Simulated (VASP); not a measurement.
Method: RPBE GGA, VASP's PBE PAW potentials (set 64) (plane waves; VASP 6.6.1).

Input for VASP

**KPOINTS**
```
k-points along high-symmetry lines
10
Line-mode
Reciprocal
  0.000000   0.000000   0.000000 ! GAMMA
  0.000000   0.500000   0.000000 ! M

  0.000000   0.500000   0.000000 ! M
 -0.333333   0.666667   0.000000 ! K

 -0.333333   0.666667   0.000000 ! K
  0.000000   0.000000   0.000000 ! GAMMA

  0.000000   0.000000   0.000000 ! GAMMA
  0.000000   0.000000   0.500000 ! A

  0.000000   0.000000   0.500000 ! A
  0.000000   0.500000   0.500000 ! L

  0.000000   0.500000   0.500000 ! L
 -0.333333   0.666667   0.500000 ! H

 -0.333333   0.666667   0.500000 ! H
  0.000000   0.000000   0.500000 ! A

  0.000000   0.500000   0.500000 ! L
  0.000000   0.500000   0.000000 ! M

 -0.333333   0.666667   0.500000 ! H
 -0.333333   0.666667   0.000000 ! K
```

POSCAR:
```
CdS
1
    2.1311837029    -3.6913182668     0.0000000000
    2.1311837029     3.6913182668     0.0000000000
    0.0000000000     0.0000000000     6.9222357135
Cd S
2 2
Direct
  0.6666670000   0.3333330000   0.4999959401
  0.3333330000   0.6666670000   0.9999959401
  0.6666670000   0.3333330000   0.8770040599
  0.3333330000   0.6666670000   0.3770040599
```

INCAR:
```
! general
SYSTEM =CdS
PREC   =Accurate
ENCUT  =520
LREAL  =F
LASPH  =T
ICHARG =11

! electronic loop
EDIFF  =1E-7
NELM   =100
ALGO   =Normal
LMAXMIX=4

! smearing
ISMEAR =0
SIGMA  =0.05

! functional
GGA    =RP

! output
LWAVE  =F
LCHARG =F
LORBIT =11
```

POTCAR, in this order: Cd S (PBE.64 set). Program: vasp_std. Read from the step before: CHGCAR.

Output

File OSZICAR:
```
       N       E                     dE             d eps       ncg     rms          rms(c)
DAV:   1     0.243800565625E+03    0.24380E+03   -0.17737E+04  3960   0.148E+03
DAV:   2     0.293783309224E+01   -0.24086E+03   -0.23601E+03  4434   0.355E+02
DAV:   3    -0.102944724447E+02   -0.13232E+02   -0.13117E+02  4716   0.817E+01
DAV:   4    -0.104493691848E+02   -0.15490E+00   -0.15477E+00  4632   0.857E+00
DAV:   5    -0.104521413002E+02   -0.27721E-02   -0.27719E-02  4818   0.110E+00
DAV:   6    -0.104522285077E+02   -0.87207E-04   -0.87205E-04  4688   0.183E-01
DAV:   7    -0.104522315854E+02   -0.30778E-05   -0.30777E-05  4860   0.314E-02
DAV:   8    -0.104522317176E+02   -0.13222E-06   -0.13221E-06  4648   0.602E-03
DAV:   9    -0.104522317228E+02   -0.51396E-08   -0.51443E-08  3448   0.112E-03
   1 F= -.10452232E+02 E0= -.10452232E+02  d E =-.189825E-12
```

**OUTCAR**
```
 val. band max:        0.6874852121   @ k =   0.0000   0.0000   0.0000

 cond. band min:       1.8783165947   @ k =   0.0000   0.0000   0.0000



 k-point     1 :       0.0000    0.0000    0.0000
  band No.  band energies     occupation
      1     -11.1339      2.00000
      2     -10.7929      2.00000
      3      -6.7409      2.00000
      4      -6.7371      2.00000
      5      -6.7371      2.00000
      6      -6.6720      2.00000
      7      -6.6720      2.00000
      8      -6.4219      2.00000
      9      -6.4219      2.00000
     10      -6.3532      2.00000
     11      -6.3532      2.00000
     12      -6.0693      2.00000
     13      -3.0975      2.00000
     14       0.0553      2.00000
     15       0.0554      2.00000
     16       0.6635      2.00000
     17       0.6875      2.00000
     18       0.6875      2.00000
     19       1.8783      0.00000
     20       3.4798      0.00000
     21       7.2457      0.00000
     22       7.2458      0.00000

 k-point     2 :       0.0000    0.0556    0.0000
  band No.  band energies     occupation
      1     -11.1250      2.00000
      2     -10.7889      2.00000
      3      -6.7394      2.00000
      4      -6.7334      2.00000
      5      -6.7280      2.00000
      6      -6.6678      2.00000
      7      -6.6670      2.00000
      8      -6.4236      2.00000
      9      -6.4220      2.00000
     10      -6.3567      2.00000
     11      -6.3525      2.00000
     12      -6.0634      2.00000
     13      -3.0794      2.00000
     14      -0.0638      2.00000
     15       0.0218      2.00000
     16       0.4743      2.00000
     17       0.6458      2.00000
     18       0.6688      2.00000
     19       2.0881      0.00000
     20       3.5999      0.00000
     21       7.1361      0.00000
     22       7.2907      0.00000

 k-point     3 :       0.0000    0.1111    0.0000
  band No.  band energies     occupation
      1     -11.0991      2.00000
      2     -10.7775      2.00000
...
```

The density is held fixed in this step, so its total energy and stress have no physical meaning.

The compound is CdS in the wurtzite structure. It was relaxed first, which changed the volume by +9 %.
